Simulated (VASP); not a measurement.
These are PBE GGA with D3 dispersion (zero damping), VASP's PBE PAW potentials (set 64) (plane waves; VASP 6.6.1) values and carry that method's errors.

Input for VASP

**KPOINTS**
```
kpoints
0
G
12 12 12
0 0 0
```

INCAR:
```
SYSTEM = AuZn
PREC = Accurate; ENCUT = 520; LREAL = .False.
LASPH = .True.
EDIFF = 1E-7; NELM = 100; ALGO = Normal
LMAXMIX = 6
ISMEAR = 1; SIGMA = 0.1
GGA = PE; IVDW = 11
ISIF = 2
LWAVE = .False.; LCHARG = .False.
```

File POSCAR:
```
AuZn
3.1320820
  0.9999998921   0.0000000000   0.0000000000
  0.0000000000   0.9999998921   0.0000000000
  0.0000000000   0.0000000000   0.9999998921
Zn Au
1 1
Cart
  0.4999999460   0.4999999460   0.4999999460
  0.0000000000   0.0000000000   0.0000000000
```

POTCAR, in this order: Zn Au (PBE.64 set). Program: vasp_std.

Output of the run:

File OSZICAR:
```
       N       E                     dE             d eps       ncg     rms          rms(c)
DAV:   1     0.127559119205E+03    0.12756E+03   -0.11834E+04  2544   0.200E+03
DAV:   2    -0.990179755048E+00   -0.12855E+03   -0.12442E+03  2632   0.348E+02
DAV:   3    -0.515034857471E+01   -0.41602E+01   -0.41509E+01  3059   0.711E+01
DAV:   4    -0.517710115697E+01   -0.26753E-01   -0.26750E-01  2954   0.499E+00
DAV:   5    -0.517740688333E+01   -0.30573E-03   -0.30572E-03  3136   0.542E-01    0.894E+00
DAV:   6    -0.475176013103E+01    0.42565E+00   -0.14436E+00  2604   0.144E+01    0.562E+00
DAV:   7    -0.472488974614E+01    0.26870E-01   -0.38431E-02  3326   0.429E+00    0.293E+00
DAV:   8    -0.471677258833E+01    0.81172E-02   -0.91760E-03  2907   0.114E+00    0.136E-01
DAV:   9    -0.471679221426E+01   -0.19626E-04   -0.32662E-04  2933   0.250E-01    0.692E-02
DAV:  10    -0.471680466513E+01   -0.12451E-04   -0.36256E-05  3218   0.104E-01    0.171E-02
DAV:  11    -0.471680496229E+01   -0.29716E-06   -0.82651E-06  2961   0.663E-02    0.349E-03
DAV:  12    -0.471680492070E+01    0.41589E-07   -0.16631E-07  2097   0.105E-02
   1 F= -.59536735E+01 E0= -.59535625E+01  d E =-.332915E-03
```

File OUTCAR:
```
------------------------ aborting loop because EDIFF is reached ----------------------------------------
 Edisp (eV)   -1.23687
  FORCE on cell =-STRESS in cart. coord.  units (eV):
  Direction    XX          YY          ZZ          XY          YZ          ZX
  --------------------------------------------------------------------------------------
  Total       0.70127     0.70127     0.70127     0.00000     0.00000    -0.00000
  in kB      36.56753    36.56753    36.56753     0.00000     0.00000    -0.00000
  external pressure =       36.57 kB  Pullay stress =        0.00 kB
  volume of cell :       30.73
      direct lattice vectors                 reciprocal lattice vectors
     3.132081662  0.000000000  0.000000000     0.319276477  0.000000000  0.000000000
     0.000000000  3.132081662  0.000000000     0.000000000  0.319276477  0.000000000
     0.000000000  0.000000000  3.132081662     0.000000000  0.000000000  0.319276477
 POSITION                                       TOTAL-FORCE (eV/Angst)
 -----------------------------------------------------------------------------------
      1.56604      1.56604      1.56604         0.000000      0.000000      0.000000
      0.00000      0.00000      0.00000         0.000000      0.000000      0.000000
 -----------------------------------------------------------------------------------
    total drift:                                0.000000      0.000000     -0.000000
  FREE ENERGIE OF THE ION-ELECTRON SYSTEM (eV)
  ---------------------------------------------------
  free  energy   TOTEN  =        -5.9536734922 eV

  energy  without entropy=       -5.9533405774  energy(sigma->0) =       -5.95356252
```
(Selected blocks of OUTCAR.)

The compound is AuZn in the CsCl type structure. This cell is one point of a volume scan, at 0.97 of the reference volume. The electron count is odd and the run is not spin-polarised, which forces a metal.
